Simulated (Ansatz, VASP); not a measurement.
# MnS: VASP beside Ansatz

Aim: how closely do two programs agree when they are given the same cell, functional and k mesh? The cell is taken from a series of VASP runs on this material, whose earlier steps may have relaxed, scaled or displaced it; both programs get it as it stands.

Calculated with Ansatz 0.2.0; plane waves, with VASP 6.6.1 beside it; single point at PBE, DFT+U.

### Step 1. Set-up

Symmetry: Fm-3m, No. 225, cubic system. The conventional cell has a = 5.209 Å, b = 5.209 Å, c = 5.209 Å, α = 90.00°, β = 90.00°, γ = 90.00°. Nearest to Mn lie 6 S at 2.60 Å. Nearest to S lie 6 Mn at 2.60 Å. Farther neighbours and most contacts between anions are not listed.

### Step 2. Ansatz: single point, PBE, DFT+U

Ansatz runs on its default PAW (the set named soft_2) files.

With cell and atoms fixed, the geometry can't cause a difference; cores, projectors, grids and the points listed under the comparison can.

File input.yaml:

```yaml
crystal:
  lattice:
    - [0.0, 2.6045, 2.6045]
    - [5.209, 0.0, 5.209]
    - [5.209, 2.6045, 2.6045]
  atoms:
    - { symbol: Mn, position: [0.0, 0.0, 0.0], spin: 4.5 }
    - { symbol: Mn, position: [0.0, 0.5, 0.0], spin: -4.5 }
    - { symbol: S, position: [0.5, 0.0, 0.5] }
    - { symbol: S, position: [0.5, 0.5, 0.5] }
hamiltonian:
  xc: pbe
  pseudopotentials: { kind: paw }
  hubbard: { sites: [{ species: Mn, l: d, u_eff: 4.0 }] }
magnetization:
  spin_polarized: true
kpoints:
  mp_grid: { grid: [10, 5, 10] }
scf:
  occupations: { method: fermi_dirac, width: 0.1 }
  n_extra_bands: 5
output:
  forces: true
  stress: true
  eigenvalues: true
```

Run with:

```
ansatz run input.yaml --threads 2 --pin off --max-ram 4608MiB --backend cpu --events-out ev --progress --plain --runs-dir out
```

Numbers of over 12 decimals in the logs are rounded to 6 here.

The log of the run:

```text
Mn: projections on atomic orbitals take those of the free atom [Ne] 3s2 3p6 3d5 4s2, of charge +0.00 (hamiltonian.pseudopotentials.projection_atoms); the dataset's partial waves leave at most 9.0e-7 of an orbital's norm unspanned inside its sphere
S: projections on atomic orbitals take those of the free atom [Ne] 3s2 3p4, of charge +0.00 (hamiltonian.pseudopotentials.projection_atoms); the dataset's partial waves leave at most 1.6e-7 of an orbital's norm unspanned inside its sphere
scf.n_extra_bands = 5 over 21 filled bands (N_el = 42.0): the run solves 26 bands
Engine: ansatz 0.2.0, x86_64-unknown-linux-gnu
Pseudopotentials: kind: paw
Pseudopotential: Mn, paw, valence charge 15, recommended cutoff 420 eV (normal), Mn.paw.azcp
Pseudopotential: S, paw, valence charge 6, recommended cutoff 420 eV (normal), S.paw.azcp
Functional definition: PBE
  parameter kappa = 0.804
  parameter beta = 0.066725
  exchange = pbe_x(kappa = kappa, mu = beta*pi^2/3)
  correlation = pbe_c(beta = beta)
Crystal: 4 atoms, lattice volume = 70.670 Å³
Basis set: ecut = 420 eV, 1393 PW (Γ), exchange–correlation on 50×100×90 points (8 copies of the dense FFT grid, shifted against one another)
Bands: 26, of which v1, the nominal top of the filled ones, is band 21 counted from 1 (20 counted from 0)
Symmetry: 16 space group operations
Space group: P4/mmm (ITA 123), of the structure as read, at distance tolerance 4.1e-5 Å
Magnetic group: BNS 123.350 (UNI 1010), of the structure as read, at distance tolerance 4.1e-5 Å
k-points: 63 of 500
Non-local potential: Mn, projectors of the file, l = 0: 3, l = 1: 2, l = 2: 3, l = 3: 1
Non-local potential: S, projectors of the file, l = 0: 2, l = 1: 2, l = 2: 2
PAW form: soft (Blöchl's): semilocal exchange-correlation on the pseudo side does not see the compensation charge
PAW one-centre angular grid: Mn, 590 points (default); XC on 64 Gauss nodes
PAW one-centre angular grid: S, 110 points (default); XC on 64 Gauss nodes
Initial density: superposition of atomic densities (chi_scale 0.1, normalization cell, long waves kept (reshape's long-wave potential 0.00 eV rms))
Starting moments: Σ|m| = 9 μB on 2 of 4 sites
Starting magnetic order: antiferromagnet; a translation exchanges its spin sublattices: spin-degenerate at every k-point
Initial wavefunctions: pseudopotential atomic-orbital guess
Functional: x = pbe(κ = 0.804, μ = 0.219515), c = pbe(β = 0.066725)
SCF iter   1: F=—  HF=-9602.155928 eV  |F-HF|=—  |Δ(HF+E_count)|=         —  Δρ=4.78e-2 (↑4.78e-2 ↓4.78e-2)  dr2=3.58e0  dr2_m=4.15e-1  M=0.000 μB ∫|m|=9.478 μB  β_m=1.00  ethr=3.10e-3  ⟨swp⟩=4.1  Hψ=5724  notcnv=0
preconditioner: auto → Resta (q_TF=auto, 2.502 Å⁻¹)  ε∞=10.5  [insulator: Δε(μ)=0.499 eV  Ē_g=7.314 eV  σ=0.100 eV  W_gap=0.84  n_scr=20 (ndim 8)  ℏωp=22.5 eV  f_vac=0.000  D(μ)=0.08/eV (n_scr^D=0)  ε∞_Penn≈10.5]
spin=Collinear: Resta preconditioning applied to the charge; magnetization (m = ρ↑ − ρ↓) channel mixes plain (no charge-response kernel on spin).
SCF iter   2: F=—  HF=-9601.900702 eV  |F-HF|=—  |Δ(HF+E_count)|=   2.55e-1  Δρ=1.86e-2 (↑1.86e-2 ↓1.86e-2)  dr2=6.93e-1  dr2_m=3.48e-2  M=0.000 μB ∫|m|=9.615 μB  β_m=1.00  ethr=3.10e-3  ⟨swp⟩=2.8  Hψ=3827  notcnv=0
SCF iter   3: F=—  HF=-9601.988626 eV  |F-HF|=—  |Δ(HF+E_count)|=   8.79e-2  Δρ=6.91e-3 (↑6.91e-3 ↓6.91e-3)  dr2=1.03e-1  dr2_m=3.61e-3  M=0.000 μB ∫|m|=9.666 μB  β_m=1.00  ethr=1.65e-3  ⟨swp⟩=3.1  Hψ=3250  notcnv=0
SCF iter   4: F=—  HF=-9602.116021 eV  |F-HF|=—  |Δ(HF+E_count)|=   1.27e-1  Δρ=3.63e-3 (↑3.63e-3 ↓3.63e-3)  dr2=1.98e-2  dr2_m=1.42e-3  M=0.000 μB ∫|m|=9.700 μB  β_m=1.00  ethr=2.46e-4  ⟨swp⟩=2.3  Hψ=3709  notcnv=0
SCF iter   5: F=—  HF=-9602.182304 eV  |F-HF|=—  |Δ(HF+E_count)|=   6.63e-2  Δρ=1.26e-3 (↑1.26e-3 ↓1.26e-3)  dr2=2.34e-3  dr2_m=1.96e-4  M=0.000 μB ∫|m|=9.708 μB  β_m=1.00  ethr=4.72e-5  ⟨swp⟩=2.0  Hψ=2901  notcnv=0
SCF iter   6: F=—  HF=-9602.204373 eV  |F-HF|=—  |Δ(HF+E_count)|=   2.21e-2  Δρ=6.32e-4 (↑6.32e-4 ↓6.32e-4)  dr2=3.82e-4  dr2_m=1.72e-5  M=0.000 μB ∫|m|=9.708 μB  β_m=1.00  ethr=5.56e-6  ⟨swp⟩=2.0  Hψ=2902  notcnv=0
SCF iter   7: F=—  HF=-9602.217295 eV  |F-HF|=—  |Δ(HF+E_count)|=   1.29e-2  Δρ=2.21e-4 (↑2.21e-4 ↓2.21e-4)  dr2=6.77e-5  dr2_m=1.78e-6  M=0.000 μB ∫|m|=9.708 μB  β_m=0.30  ethr=9.10e-7  ⟨swp⟩=2.0  Hψ=3286  notcnv=0
Mixer restart at iter 7: flushing history
spin-set hold released at iteration 7 (site moments contracting): the magnetisation degrees of freedom join the quasi-Newton model from the next iteration; the mixer history was flushed
SCF iter   8: F=—  HF=-9602.223504 eV  |F-HF|=—  |Δ(HF+E_count)|=   6.21e-3  Δρ=2.66e-4 (↑2.66e-4 ↓2.66e-4)  dr2=1.17e-4  dr2_m=1.82e-6  M=0.000 μB ∫|m|=9.708 μB  β_m=0.65  ethr=1.61e-7  ⟨swp⟩=2.0  Hψ=2929  notcnv=0
SCF iter   9: F=—  HF=-9602.229548 eV  |F-HF|=—  |Δ(HF+E_count)|=   6.04e-3  Δρ=1.51e-4 (↑1.51e-4 ↓1.51e-4)  dr2=1.76e-5  dr2_m=6.00e-6  M=0.000 μB ∫|m|=9.708 μB  β_m=0.57  ethr=1.61e-7  ⟨swp⟩=2.0  Hψ=2984  notcnv=0
SCF iter  10: F=—  HF=-9602.229538 eV  |F-HF|=—  |Δ(HF+E_count)|=   1.03e-5  Δρ=3.30e-5 (↑3.30e-5 ↓3.30e-5)  dr2=1.64e-6  dr2_m=4.05e-7  M=0.000 μB ∫|m|=9.708 μB  β_m=0.77  ethr=4.19e-8  ⟨swp⟩=2.0  Hψ=2835  notcnv=0
SCF iter  11: F=—  HF=-9602.229538 eV  |F-HF|=—  |Δ(HF+E_count)|=   4.94e-7  Δρ=1.70e-5 (↑1.70e-5 ↓1.70e-5)  dr2=3.33e-7  dr2_m=6.56e-8  M=0.000 μB ∫|m|=9.708 μB  β_m=0.88  ethr=3.91e-9  ⟨swp⟩=2.0  Hψ=2950  notcnv=0
SCF iter  12: F=-9602.229538 eV  HF=-9602.229538 eV  |F-HF|=1.92e-8  |Δ(HF+E_count)|=   2.32e-7  Δρ=4.25e-6 (↑4.25e-6 ↓4.25e-6)  dr2=3.62e-8  dr2_m=7.33e-10  M=0.000 μB ∫|m|=9.708 μB  ethr=2.38e-10  ⟨swp⟩=5.2  Hψ=7239  notcnv=0
SCF 1 converged in 12 iterations: F = -9602.229538 eV  dr2 = 3.62e-8
  greatest PAW one-centre occupation: 1.003 electrons in one spin orbital (limit 2), on the Mn atom at site 1 (counted from 0), in its partial waves of l = 1
SCF converged after 12 iterations
Magnetization: 0.0000 μB (21.0000 up, 21.0000 down)
Absolute magnetization: 9.7085 μB (∫|ρ↑−ρ↓|, with the PAW one-centre terms)
Spin contamination: 4.9948 ħ² per cell (⟨S²⟩ above its minimum at these occupations)
Per-site moments (μB) at R_I (Å): [(4.477952, 1.074356), (-4.477952, 1.074356), (-0.036342, 1.074356), (0.036342, 1.074356)]
Free energy (F): -9602.229538 eV
Harris-Foulkes:  -9602.229538 eV  (|F-HF|=1.92e-8)
Internal energy: -9602.229285 eV  (E = F + TS)
E sigma→0 (E₀):  -9602.229412 eV
Entropy (-TS):   -0.000254 eV (-0.063 meV/atom)
Fermi energy:    10.711907 eV
--- Per-component energies (eV) ---
  E_band       = -620.440823
  E_kinetic    = 810.507962
  E_local      = -4902.480149  (includes V_loc(G=0)·N_el)
  E_nonlocal   = 563.385298
  E_hartree    = 2006.851759
  E_xc         = -416.520907
  E_vxc        = -459.022536  (∫ρ·V_xc dr)
  E_hubbard    = 1.151388  (on-site DFT+U / exact-exchange correction)
  E_vhub       = -18.733089  (the Hubbard potential's part of the band-sum identity)
  E_paw        = -3814.896270  (= ΣΔE_a)
  E_vpaw       = -627.808450  (= ΣTr[D̂ρ^β])
  E_aug_tail   = -0.000016  (compensation charges beyond the density's cutoff)
  E_ewald      = -3850.228351
  E_smearing   = -0.000254  (= −TS)
  E_closure    = 0.000000  (closes the sum)
  Σ components = -9602.229538   (vs F -9602.229538, Δ=0.00e0)
--- Forces (eV/Å), atoms counted from 1 ---
  atom   1  Mn     0.00000000     0.00000000    -0.00000000
  atom   2  Mn     0.00000000     0.00000000    -0.00000000
  atom   3  S      0.00000000     0.00000000    -0.00000000
  atom   4  S      0.00000000     0.00000000    -0.00000000
  max |Σ_I F_I| component: 1.72e-29 eV/Å
--- Stress (GPa, compression-positive) ---
        4.368703       0.000000       0.000000
       -0.000000       4.353526       0.000000
       -0.000000       0.000000       4.353526
  P = ⅓ Tr σ = 4.3586 GPa (43.586 kbar)
--- Band table (eV; the first three rows and the last of 126) ---
  k-point 0 ↑: bands = [... 17 lower, 7.1707, 8.7878, 8.7878, 8.7901, 11.4250, 11.6445, 12.3064, 12.7785, ... 1 higher]
  k-point 1 ↑: bands = [... 17 lower, 7.3277, 8.1173, 8.7764, 8.8072, 11.8159, 11.9653, 12.4756, 12.9086, ... 1 higher]
  k-point 2 ↑: bands = [... 17 lower, 6.9742, 7.6245, 8.8613, 8.9262, 12.2146, 12.7009, 12.8996, 13.1151, ... 1 higher]
  k-point 62 ↓: bands = [... 17 lower, 6.4506, 6.6223, 6.6223, 7.2742, 12.5797, 12.8811, 12.8811, 13.1072, ... 1 higher]
Occupation matrices written to <dir>
```

Wall time 5.4 s (2 threads of Intel Xeon 6975P-C (Granite Rapids), shared host); peak memory 0.64 GiB; 9.3 s of CPU time.

Reading the cycles: dr2 is the Hartree energy of the density residual (eV), the measure of convergence; HF is the Harris–Foulkes estimate of the energy, which meets the free energy F at convergence.

The run ends at a pressure of 4.36 GPa.

(Continued in part 2 of 2.)

[Lines on the potential files, build, host, timing and source positions are cut from VASP's logs without a mark.]

[Logs are printed without paths, hosts, clocks, repeated set-up lines and the standing remarks that a program may print on its own settings, such as how far it seeks lower states.]

[Hosts, paths, dates, database ids (printed as entryN), source tags and the programs' standing remarks are cut or masked in the printed files.]
